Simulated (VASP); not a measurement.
Input:

```
CELL_PARAMETERS angstrom
      1.82877    -3.16752     0.00000
      1.82877     3.16752     0.00000
      0.00000     0.00000     5.82585
ATOMIC_POSITIONS crystal
  Zr 0.00000 0.00000 0.00000
  S  0.33333 0.66667 0.25011
  S  0.66667 0.33333 0.74989
```

These are optB86b-vdW, VASP's PBE PAW potentials (set 64) (plane waves; VASP 6.6.1) values and carry that method's errors. Settings: 520 eV cut-off, 8×8×5 Γ-centred mesh, tetrahedra with Blöchl corrections, potentials Zr_sv S.

The cores are frozen, which limits the accuracy of field gradients.

**Question.** Give the principal components of the electric field gradient (V/Å²) and the asymmetry η at each nucleus.

**Answer.** 
```json
[
 {"atom": "Zr1", "Vxx": "6.5", "Vyy": "6.5", "Vzz": "-13.0", "η": "0.00"},
 {"atom": "S2", "Vxx": "-0.7", "Vyy": "-0.7", "Vzz": "1.4", "η": "0.00"},
 {"atom": "S3", "Vxx": "-0.7", "Vyy": "-0.7", "Vzz": "1.4", "η": "0.00"}
]
```

The compound is ZrS2 in the 1T layered structure. It was relaxed first.
